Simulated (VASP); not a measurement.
Level of theory: r2SCAN+rVV10, VASP's PBE PAW potentials (set 64) (plane waves; VASP).

Input for VASP

### INCAR
```
ALGO = Normal
BPARAM = 11.95
CPARAM = 0.0093
EDIFF = 1E-6
EDIFFG = -0.01
ENCUT = 400
IBRION = 2
ISIF = 3
ISMEAR = 1
LASPH = .TRUE.
LCHARG = .FALSE.
LMAXMIX = 4
LMIXTAU = .TRUE.
LREAL = .FALSE.
LUSE_VDW = .TRUE.
LWAVE = .FALSE.
METAGGA = R2SCAN
NELM = 100
NSW = 60
PREC = Accurate
SIGMA = 0.1
SYSTEM = Sb
```

File KPOINTS:
```
Automatic mesh
0
G
  15 15 15
0 0 0
```

**POSCAR**
```
Sb
1
   -1.5438224597     1.5438224597     2.9136173751
    1.5438224597    -1.5438224597     2.9136173751
    1.5438224597     1.5438224597    -2.9136173751
Sb
1
Direct
  0.0000000000   0.0000000000   0.0000000000
```

POTCAR, in this order: Sb (PBE.64 set). Program: vasp_std.

Output

File OSZICAR:
```
       N       E                     dE             d eps       ncg     rms          rms(c)
DAV:   1    -0.155708476997E+02   -0.15571E+02   -0.14605E+03  3498   0.445E+02
DAV:   2    -0.256234522861E+02   -0.10053E+02   -0.94628E+01  4818   0.691E+01
DAV:   3    -0.257848206782E+02   -0.16137E+00   -0.15902E+00  4152   0.934E+00
DAV:   4    -0.257854416176E+02   -0.62094E-03   -0.62092E-03  4698   0.745E-01
DAV:   5    -0.257854435820E+02   -0.19644E-05   -0.19652E-05  4272   0.307E-02    0.157E+00
DAV:   6    -0.250608438811E+02    0.72460E+00   -0.13762E-01  3690   0.333E+00    0.105E+00
DAV:   7    -0.251524579225E+02   -0.91614E-01   -0.13738E-01  3474   0.317E+00    0.109E-01
DAV:   8    -0.251495267134E+02    0.29312E-02   -0.78670E-02  3492   0.258E+00    0.694E-02
DAV:   9    -0.251493247372E+02    0.20198E-03   -0.44444E-04  4632   0.213E-01    0.815E-02
DAV:  10    -0.251488244990E+02    0.50024E-03   -0.19526E-04  3882   0.120E-01    0.441E-02
DAV:  11    -0.251503905656E+02   -0.15661E-02   -0.17481E-03  3570   0.475E-01    0.370E-02
DAV:  12    -0.251499818023E+02    0.40876E-03   -0.73041E-05  3648   0.110E-01    0.311E-02
DAV:  13    -0.251501929475E+02   -0.21115E-03   -0.39863E-05  3792   0.790E-02    0.135E-02
DAV:  14    -0.251504406445E+02   -0.24770E-03   -0.60620E-05  3492   0.112E-01    0.415E-03
DAV:  15    -0.251504488598E+02   -0.82153E-05   -0.17415E-06  3876   0.143E-02    0.244E-03
DAV:  16    -0.251504472854E+02    0.15744E-05   -0.32967E-07  1860   0.651E-03    0.206E-03
DAV:  17    -0.251504486915E+02   -0.14061E-05   -0.65434E-07  1884   0.934E-03    0.196E-04
DAV:  18    -0.251504476153E+02    0.10761E-05   -0.62529E-08  1812   0.376E-03    0.131E-04
DAV:  19    -0.251504478023E+02   -0.18692E-06   -0.27765E-09  1794   0.611E-04
   1 F= -.25150448E+02 E0= -.25150499E+02  d E =-.251504E+02
```

OUTCAR:
```
------------------------ aborting loop because EDIFF is reached ----------------------------------------
  FORCE on cell =-STRESS in cart. coord.  units (eV):
  Direction    XX          YY          ZZ          XY          YZ          ZX
  --------------------------------------------------------------------------------------
  Total        0.0083949      0.0083949      0.0039155      0.0000000     -0.0000000     -0.0000000
  in kB        0.4842175      0.4842175      0.2258447      0.0000000     -0.0000000     -0.0000000
  external PRESSURE =       0.3980932 kB  Pullay stress =       0.0000000 kB
  volume of cell :       27.78
      direct lattice vectors                 reciprocal lattice vectors
    -1.543822460  1.543822460  2.913617375     0.000000000  0.323871438  0.171607983
     1.543822460 -1.543822460  2.913617375     0.323871438  0.000000000  0.171607983
     1.543822460  1.543822460 -2.913617375     0.323871438  0.323871438  0.000000000
 POSITION                                       TOTAL-FORCE (eV/Angst)
 -----------------------------------------------------------------------------------
      0.00000      0.00000      0.00000        -0.000000      0.000000     -0.000000
 -----------------------------------------------------------------------------------
    total drift:                                0.000000     -0.000000      0.000000
  FREE ENERGIE OF THE ION-ELECTRON SYSTEM (eV)
  ---------------------------------------------------
  free  energy   TOTEN  =       -25.1504478023 eV

  energy  without entropy=      -25.1506024894  energy(sigma->0) =      -25.15049936

 reached required accuracy - stopping structural energy minimisation
```
(Selected blocks of OUTCAR.)

The structure comes from a measured Sb entry (I4/mmm) of the Crystallography Open Database, whose conditions weren't checked. It was relaxed first, which changed the volume by +24 %. The start is the result of an earlier pass.
